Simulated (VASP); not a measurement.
Be2Al: equation of state with PBE

Crystal: Be2Al.

```
CELL_PARAMETERS angstrom
3.65150 0.00000 0.00000
-1.82575 3.16229 0.00000
0.00000 0.00000 2.71918
ATOMIC_POSITIONS crystal
Be 0.33333 0.66667 0.50000
Be 0.66667 0.33333 0.50000
Al 0.00000 0.00000 0.00000
```

The cell was built by a generator and needn't be a form met in nature.

```json
{"Program": "VASP 6.6.1", "Task": "equation of state", "Functional": "PBE", "Potentials or basis": "VASP PAW PBE potentials, release 64 (Be, Al)", "Cutoff": "520 eV", "k mesh": "8 × 8 × 10", "Occupations": "fermi-dirac, width 0.05 eV", "Spin": "no spin polarisation", "Further INCAR settings": "ALGO = Normal; EDIFF = 1e-07; NBANDS = 10"}
```

* Equilibrium volume: 11.05 Å³/atom
* Bulk modulus at fixed shape and positions: 94 GPa
* Pressure derivative of the bulk modulus: 4.0

Energy against volume, from the lowest point:
| volume (Å³/atom) | energy (meV/atom) |
| --- | --- |
| 9.838 | 47.30 |
| 10.048 | 31.21 |
| 10.257 | 18.84 |
| 10.466 | 9.84 |
| 10.676 | 3.86 |
| 10.885 | 0.66 |
| 11.094 | 0.00 |

All runs of the series together: 3.6 min on 1 thread of Intel(R) Xeon(R) Platinum 8259CL CPU @ 2.50GHz (Skylake/Cascade Lake), with other jobs on the host.

Caveat: the cell was scaled at fixed shape and fractional positions, which overstates the stiffness of a crystal with free parameters, most of all of layers and chains.
